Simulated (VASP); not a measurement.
```
CoC
1.0
    2.62600     0.00000     0.00000
    0.00000     2.62600     0.00000
    0.00000     0.00000     2.62600
Co C
1 1
Direct
  0.00000   0.00000   0.00000
  0.50000   0.50000   0.50000
```
Starting moments (μB, in the order of the record's atoms Co C): 3.0 0.0.

Calculation: PBEsol GGA, VASP's PBE PAW potentials (set 64) (plane waves; VASP). Run with 520 eV cut-off, 12×12×12 Γ-centred mesh, first-order Methfessel-Paxton smearing of 0.10 eV, potentials Co C.

Energy and stress use the plane-wave basis of the starting cell.

**Question.** The ions, cell shape and volume are relaxed. Which structure does the run end with?

**Answer.** 
```
CoC
1.0
    2.45918     0.00000     0.00000
    0.00000     2.45918     0.00000
    0.00000     0.00000     2.45918
Co C
1 1
Direct
  0.00000   0.00000   0.00000
  0.50000   0.50000   0.50000
```
Space group Pm-3m (221), at a tolerance of 0.03 Å. The cell ends with 0.79 μB, on the sites 0.72 0.05 μB.

**Question.** How do energy and volume change from the first to the last step?

**Answer.** The energy (σ→0) changes by -252.7 meV/atom and the volume by -17.9 %, in 7 ionic steps.

The structure was generated: CoC was put into the CsCl type type (Pm-3m), which need not be its known phase. This run relaxes it. Symmetry was kept, so distortions that lower it aren't found.
